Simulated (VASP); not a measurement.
Computed with modified Becke-Johnson potential (mBJ), VASP's PBE PAW potentials (set 64) (plane waves; VASP).

Input for VASP

File POSCAR:
```
CsCl
1
    4.2098955684     0.0000000000     0.0000000000
    0.0000000000     4.2098955684     0.0000000000
    0.0000000000     0.0000000000     4.2098955684
Cs Cl
1 1
Direct
  0.0000000000   0.0000000000   0.0000000000
  0.5000000000   0.5000000000   0.5000000000
```

KPOINTS_OPT:
```
k-points along high-symmetry lines
11
Line-mode
Reciprocal
  0.000000   0.000000   0.000000 ! GAMMA
  0.000000   0.500000   0.000000 ! X

  0.000000   0.500000   0.000000 ! X
  0.500000   0.500000   0.000000 ! M

  0.500000   0.500000   0.000000 ! M
  0.000000   0.000000   0.000000 ! GAMMA

  0.000000   0.000000   0.000000 ! GAMMA
  0.500000   0.500000   0.500000 ! R

  0.500000   0.500000   0.500000 ! R
  0.000000   0.500000   0.000000 ! X

  0.500000   0.500000   0.500000 ! R
  0.500000   0.500000   0.000000 ! M
```

File KPOINTS:
```
Automatic mesh
0
Gamma
6 6 6
0 0 0
```

**INCAR**
```
METAGGA  =  MBJ
SIGMA  =  0.05   # width (eV)
LMAXMIX  =  4   # l cut-off of mixed one-centre charges
ALGO  =  Normal   # blocked Davidson
LCHARG  =  .FALSE.
ISMEAR  =  0   # Gaussian
SYSTEM  =  CsCl
LMIXTAU  =  .TRUE.
EDIFF  =  1E-6   # SCF stop (eV)
PREC  =  Accurate
LASPH  =  .TRUE.
LWAVE  =  .FALSE.
LREAL  =  .FALSE.
NELM  =  200
ISIF  =  0
ENCUT  =  520
```

POTCAR, in this order: Cs_sv Cl (PBE.64 set). Program: vasp_std. Read from the step before: WAVECAR.

Output

### OSZICAR
```
...
DAV: 116     0.428554964138E+03   -0.87400E+00   -0.11624E+01   552   0.403E+01    0.157E+01
DAV: 117     0.428255172476E+03   -0.29979E+00   -0.15820E+00   524   0.139E+01    0.293E+01
DAV: 118     0.428050164356E+03   -0.20501E+00   -0.59411E-01   480   0.963E+00    0.403E+01
DAV: 119     0.428157206305E+03    0.10704E+00   -0.47842E-01   480   0.117E+01    0.274E+01
DAV: 120     0.428052968608E+03   -0.10424E+00   -0.82087E-01   480   0.206E+01    0.366E+01
DAV: 121     0.428149617198E+03    0.96649E-01   -0.73767E-01   528   0.142E+01    0.346E+01
DAV: 122     0.427997567184E+03   -0.15205E+00   -0.92885E-01   480   0.132E+01    0.273E+01
DAV: 123     0.427955378988E+03   -0.42188E-01   -0.28626E-01   480   0.794E+00    0.357E+01
DAV: 124     0.427826385464E+03   -0.12899E+00   -0.13756E+00   496   0.241E+01    0.468E+01
DAV: 125     0.427949659177E+03    0.12327E+00   -0.53368E-01   684   0.122E+01    0.362E+01
DAV: 126     0.427753864523E+03   -0.19579E+00   -0.24600E-01   552   0.616E+00    0.493E+01
DAV: 127     0.428264353981E+03    0.51049E+00   -0.54827E+00   576   0.586E+01    0.143E+01
DAV: 128     0.427897141250E+03   -0.36721E+00   -0.20877E+00   512   0.204E+01    0.204E+01
DAV: 129     0.427826515630E+03   -0.70626E-01   -0.19548E-01   564   0.555E+00    0.141E+01
DAV: 130     0.427818036603E+03   -0.84790E-02   -0.26026E-01   488   0.895E+00    0.131E+01
DAV: 131     0.427748084561E+03   -0.69952E-01   -0.18975E-01   548   0.652E+00    0.751E+00
DAV: 132     0.427737566616E+03   -0.10518E-01   -0.24987E-01   480   0.882E+00    0.695E+00
DAV: 133     0.427791017503E+03    0.53451E-01   -0.61001E-01   672   0.167E+01    0.681E+00
DAV: 134     0.427653819515E+03   -0.13720E+00   -0.64472E-01   480   0.117E+01    0.689E+00
DAV: 135     0.427712260828E+03    0.58441E-01   -0.20045E-01   480   0.782E+00    0.706E+00
DAV: 136     0.427753233912E+03    0.40973E-01   -0.13336E-01   492   0.806E+00    0.704E+00
DAV: 137     0.427730982738E+03   -0.22251E-01   -0.62863E-02   536   0.471E+00    0.680E+00
DAV: 138     0.427756713397E+03    0.25731E-01   -0.30339E-01   700   0.129E+01    0.666E+00
DAV: 139     0.428180293462E+03    0.42358E+00   -0.14575E+01   508   0.114E+02    0.686E+00
DAV: 140     0.427743254267E+03   -0.43704E+00   -0.32372E+00   668   0.253E+01    0.721E+00
DAV: 141     0.427809696396E+03    0.66442E-01   -0.30428E-01   712   0.904E+00    0.663E+00
DAV: 142     0.427702324758E+03   -0.10737E+00   -0.55628E-01   804   0.210E+01    0.682E+00
DAV: 143     0.427700240031E+03   -0.20847E-02   -0.40180E-01   480   0.981E+00    0.761E+00
DAV: 144     0.427775225953E+03    0.74986E-01   -0.26551E-01   480   0.808E+00    0.730E+00
DAV: 145     0.427930254472E+03    0.15503E+00   -0.77276E-01   480   0.156E+01    0.770E+00
DAV: 146     0.427726035487E+03   -0.20422E+00   -0.94555E-01   480   0.126E+01    0.829E+00
DAV: 147     0.427760760259E+03    0.34725E-01   -0.84353E-02   480   0.403E+00    0.113E+01
DAV: 148     0.428003842805E+03    0.24308E+00   -0.18642E+00   480   0.239E+01    0.124E+01
DAV: 149     0.427784596064E+03   -0.21925E+00   -0.87130E-01   480   0.117E+01    0.125E+01
DAV: 150     0.427695262974E+03   -0.89333E-01   -0.17215E-01   480   0.565E+00    0.127E+01
DAV: 151     0.427693614621E+03   -0.16484E-02   -0.18342E-02   600   0.207E+00    0.134E+01
DAV: 152     0.427784780730E+03    0.91166E-01   -0.25220E+00   480   0.217E+01    0.328E+01
DAV: 153     0.427712113523E+03   -0.72667E-01   -0.32098E-01   480   0.818E+00    0.380E+01
DAV: 154     0.428150064378E+03    0.43795E+00   -0.66718E+00   480   0.616E+01    0.384E+01
DAV: 155     0.427735459845E+03   -0.41460E+00   -0.24590E+00   480   0.234E+01    0.392E+01
DAV: 156     0.428193211323E+03    0.45775E+00   -0.90581E-01   480   0.173E+01    0.422E+01
DAV: 157     0.428907715572E+03    0.71450E+00   -0.13554E+01   480   0.101E+02    0.475E+01
DAV: 158     0.428520235595E+03   -0.38748E+00   -0.41968E+00   480   0.284E+01    0.449E+01
DAV: 159     0.428606764358E+03    0.86529E-01   -0.18553E+00   480   0.191E+01    0.429E+01
DAV: 160     0.428425319647E+03   -0.18144E+00   -0.47467E-01   480   0.867E+00    0.380E+01
DAV: 161     0.428187881818E+03   -0.23744E+00   -0.19809E-01   480   0.660E+00    0.324E+01
DAV: 162     0.428232295066E+03    0.44413E-01   -0.18165E+00   480   0.211E+01    0.278E+01
DAV: 163     0.427780926831E+03   -0.45137E+00   -0.24451E+00   480   0.166E+01    0.161E+01
DAV: 164     0.427674538708E+03   -0.10639E+00   -0.23559E-01   480   0.624E+00    0.148E+01
DAV: 165     0.427704941900E+03    0.30403E-01   -0.87820E-01   480   0.200E+01    0.137E+01
DAV: 166     0.427438473183E+03   -0.26647E+00   -0.71831E-01   480   0.142E+01    0.866E+00
DAV: 167     0.427420237200E+03   -0.18236E-01   -0.17211E-01   480   0.847E+00    0.651E+00
DAV: 168     0.427565401390E+03    0.14516E+00   -0.64742E+00   480   0.931E+01    0.642E+00
DAV: 169     0.427554505947E+03   -0.10895E-01   -0.10970E+00   480   0.188E+01    0.570E+00
DAV: 170     0.427409094823E+03   -0.14541E+00   -0.59157E-01   480   0.129E+01    0.399E+00
DAV: 171     0.427415331114E+03    0.62363E-02   -0.13591E+00   480   0.263E+01    0.395E+00
DAV: 172     0.427386291556E+03   -0.29040E-01   -0.26689E+00   560   0.338E+01    0.407E+00
DAV: 173     0.427537473570E+03    0.15118E+00   -0.16351E+00   480   0.317E+01    0.501E+00
DAV: 174     0.427831930672E+03    0.29446E+00   -0.23001E+01   480   0.367E+02    0.533E+00
DAV: 175     0.427858650612E+03    0.26720E-01   -0.21007E+00   480   0.282E+01    0.400E+00
DAV: 176     0.427717516057E+03   -0.14113E+00   -0.47296E-01   480   0.140E+01    0.502E+00
DAV: 177     0.427552246086E+03   -0.16527E+00   -0.54403E+00   492   0.357E+01    0.153E+01
DAV: 178     0.427228634169E+03   -0.32361E+00   -0.20226E+00   480   0.220E+01    0.642E+00
DAV: 179     0.427468645007E+03    0.24001E+00   -0.58769E-01   480   0.119E+01    0.484E+00
DAV: 180     0.428019732835E+03    0.55109E+00   -0.29880E+00   480   0.309E+01    0.411E+00
DAV: 181     0.428197491459E+03    0.17776E+00   -0.20622E+00   560   0.258E+01    0.247E+00
DAV: 182     0.427750938631E+03   -0.44655E+00   -0.14697E+00   480   0.165E+01    0.425E+00
DAV: 183     0.427794114107E+03    0.43175E-01   -0.14302E+00   480   0.303E+01    0.580E+00
DAV: 184     0.427598806541E+03   -0.19531E+00   -0.15385E+00   656   0.260E+01    0.424E+00
DAV: 185     0.427892363252E+03    0.29356E+00   -0.14360E+00   480   0.197E+01    0.304E+00
DAV: 186     0.427887170772E+03   -0.51925E-02   -0.15600E+00   480   0.281E+01    0.590E+00
DAV: 187     0.428358354177E+03    0.47118E+00   -0.66187E+00   480   0.479E+01    0.117E+01
DAV: 188     0.427797004267E+03   -0.56135E+00   -0.63849E+00   584   0.477E+01    0.835E+00
DAV: 189     0.427672199743E+03   -0.12480E+00   -0.12212E+00   668   0.170E+01    0.235E+01
DAV: 190     0.427735974599E+03    0.63775E-01   -0.11066E+00   480   0.176E+01    0.120E+01
DAV: 191     0.427475216395E+03   -0.26076E+00   -0.54872E-01   512   0.132E+01    0.177E+01
DAV: 192     0.427479270661E+03    0.40543E-02   -0.62525E-01   480   0.147E+01    0.946E+00
DAV: 193     0.427128570413E+03   -0.35070E+00   -0.66280E-01   480   0.897E+00    0.139E+01
DAV: 194     0.427210628411E+03    0.82058E-01   -0.14949E+00   488   0.203E+01    0.155E+01
DAV: 195     0.426949616222E+03   -0.26101E+00   -0.88993E-01   496   0.149E+01    0.122E+01
DAV: 196     0.426125348258E+03   -0.82427E+00   -0.23329E+00   480   0.187E+01    0.126E+01
DAV: 197     0.426303032748E+03    0.17768E+00   -0.67159E+00   560   0.488E+01    0.144E+01
DAV: 198     0.425930404942E+03   -0.37263E+00   -0.19894E+00   588   0.171E+01    0.135E+01
DAV: 199     0.425476514373E+03   -0.45389E+00   -0.14785E+00   688   0.211E+01    0.761E+00
DAV: 200     0.425291718709E+03   -0.18480E+00   -0.78026E-01   484   0.101E+01
   1 F= 0.42529172E+03 E0= 0.42529172E+03  d E =-.311120E-19
       N       E                     dE             ncg
       N       E                     dE             ncg
       N       E                     dE             ncg
       N       E                     dE             ncg
```

**OUTCAR**
```
------------------------ aborting loop EDIFF was not reached (unconverged)  ----------------------------
  volume of cell :       74.61
      direct lattice vectors                 reciprocal lattice vectors
     4.209895568  0.000000000  0.000000000     0.237535583  0.000000000  0.000000000
     0.000000000  4.209895568  0.000000000     0.000000000  0.237535583  0.000000000
     0.000000000  0.000000000  4.209895568     0.000000000  0.000000000  0.237535583
 POSITION                                       TOTAL-FORCE (eV/Angst)
 -----------------------------------------------------------------------------------
      0.00000      0.00000      0.00000         0.000000      0.000000      0.000000
      2.10495      2.10495      2.10495         0.000000      0.000000      0.000000
 -----------------------------------------------------------------------------------
    total drift:                                0.000000     -0.000000     -0.000000
  FREE ENERGIE OF THE ION-ELECTRON SYSTEM (eV)
  ---------------------------------------------------
  free  energy   TOTEN  =       425.2917187092 eV

  energy  without entropy=      425.2917187092  energy(sigma->0) =      425.29171871

     CMBJ =    1.0000

     CMBJA=   -0.0120

     CMBJB=    1.0230

     CMBJE=    0.5000

    CMBJ =    2.0000
```
(Selected blocks of OUTCAR.)

**stdout**
```
...
DAV: 190     0.427735974599E+03    0.63775E-01   -0.11066E+00   480   0.176E+01    0.120E+01
DAV: 191     0.427475216395E+03   -0.26076E+00   -0.54872E-01   512   0.132E+01    0.177E+01
DAV: 192     0.427479270661E+03    0.40543E-02   -0.62525E-01   480   0.147E+01    0.946E+00
DAV: 193     0.427128570413E+03   -0.35070E+00   -0.66280E-01   480   0.897E+00    0.139E+01
DAV: 194     0.427210628411E+03    0.82058E-01   -0.14949E+00   488   0.203E+01    0.155E+01
DAV: 195     0.426949616222E+03   -0.26101E+00   -0.88993E-01   496   0.149E+01    0.122E+01
DAV: 196     0.426125348258E+03   -0.82427E+00   -0.23329E+00   480   0.187E+01    0.126E+01
DAV: 197     0.426303032748E+03    0.17768E+00   -0.67159E+00   560   0.488E+01    0.144E+01
DAV: 198     0.425930404942E+03   -0.37263E+00   -0.19894E+00   588   0.171E+01    0.135E+01
DAV: 199     0.425476514373E+03   -0.45389E+00   -0.14785E+00   688   0.211E+01    0.761E+00
DAV: 200     0.425291718709E+03   -0.18480E+00   -0.78026E-01   484   0.101E+01

 -----------------------------------------------------------------------------
|                                                                             |
|           W    W    AA    RRRRR   N    N  II  N    N   GGGG   !!!           |
|           W    W   A  A   R    R  NN   N  II  NN   N  G    G  !!!           |
|           W    W  A    A  R    R  N N  N  II  N N  N  G       !!!           |
|           W WW W  AAAAAA  RRRRR   N  N N  II  N  N N  G  GGG   !            |
|           WW  WW  A    A  R   R   N   NN  II  N   NN  G    G                |
|           W    W  A    A  R    R  N    N  II  N    N   GGGG   !!!           |
|                                                                             |
|     The electronic self-consistency was not achieved in the given           |
|     number of steps (NELM). The forces and other quantities evaluated       |
|     might not be reliable so examine the results carefully. If you find     |
|     spurious results, we suggest increasing NELM, if you were close to      |
|     convergence or switching to a different ALGO or adjusting the           |
|     density mixing parameters otherwise.                                    |
|                                                                             |
 -----------------------------------------------------------------------------

   1 F= 0.42529172E+03 E0= 0.42529172E+03  d E =-.311120E-19
 Start KPOINTS_OPT (optional k-point list driver)
k-point batch [1-20\66]
       N       E                     dE             ncg
k-point batch [21-40\66]
       N       E                     dE             ncg
k-point batch [41-60\66]
       N       E                     dE             ncg
k-point batch [61-66\66]
       N       E                     dE             ncg
```

Convergence was not reached.

mBJ is a potential without an energy functional, so only the levels count.

The compound is CsCl in the CsCl type structure. It was relaxed first, which changed the volume by +7 %. The cell's shape comes from a PBE relaxation.
